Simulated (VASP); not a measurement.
Computed with MS2 meta-GGA, VASP's PBE PAW potentials (set 64) (plane waves; VASP).

VASP input:

**INCAR**
```
LWAVE  =  .FALSE.
PREC  =  Accurate
LASPH  =  .TRUE.   ! aspherical one-centre terms
EDIFF  =  1E-7   ! SCF stop (eV)
METAGGA  =  MS2
NEDOS  =  601   ! DOS grid
ALGO  =  Normal
ISIF  =  2   ! forces and stress, cell fixed
LREAL  =  .FALSE.
LCHARG  =  .FALSE.
ISMEAR  =  -5   ! tetrahedra, Bloechl
NELM  =  100   ! most electronic steps
ENCUT  =  520
SYSTEM  =  HfC
LORBIT  =  11   ! lm-projected
LMIXTAU  =  .TRUE.
LMAXMIX  =  6   ! l cut-off of mixed one-centre charges
```

### KPOINTS_OPT
```
k-points along high-symmetry lines
10
Line-mode
Reciprocal
  0.000000   0.000000   0.000000 ! GAMMA
  0.500000   0.000000   0.500000 ! X

  0.500000   0.000000   0.500000 ! X
  0.625000   0.250000   0.625000 ! U

  0.375000   0.375000   0.750000 ! K
  0.000000   0.000000   0.000000 ! GAMMA

  0.000000   0.000000   0.000000 ! GAMMA
  0.500000   0.500000   0.500000 ! L

  0.500000   0.500000   0.500000 ! L
  0.500000   0.250000   0.750000 ! W

  0.500000   0.250000   0.750000 ! W
  0.500000   0.000000   0.500000 ! X
```

### POSCAR
```
HfC
4.6134150
  0.0000000000   0.5000000376   0.5000000376
  0.5000000376   0.0000000000   0.5000000376
  0.5000000376   0.5000000376   0.0000000000
Hf C
1 1
Direct
  0.0000000000   0.0000000000   0.0000000000
  0.5000000000   0.5000000000   0.5000000000
```

### KPOINTS
```
Automatic mesh
0
Gamma
15 15 15
0 0 0
```

POTCAR, in this order: Hf_pv C (PBE.64 set). Program: vasp_std.

Question: What will the output report for the number of irreducible k-points (NKPTS), largest plane-wave count, number of space-group operations, FFT grid (NGX, NGY, NGZ)?

Answer: 
```yaml
number of irreducible k-points (NKPTS): 120
largest_plane_wave_count: 680
number_of_space_group_operations: 48
FFT grid (NGX, NGY, NGZ): 24 × 24 × 24
```

The compound is HfC in the rock salt structure. It was relaxed first.
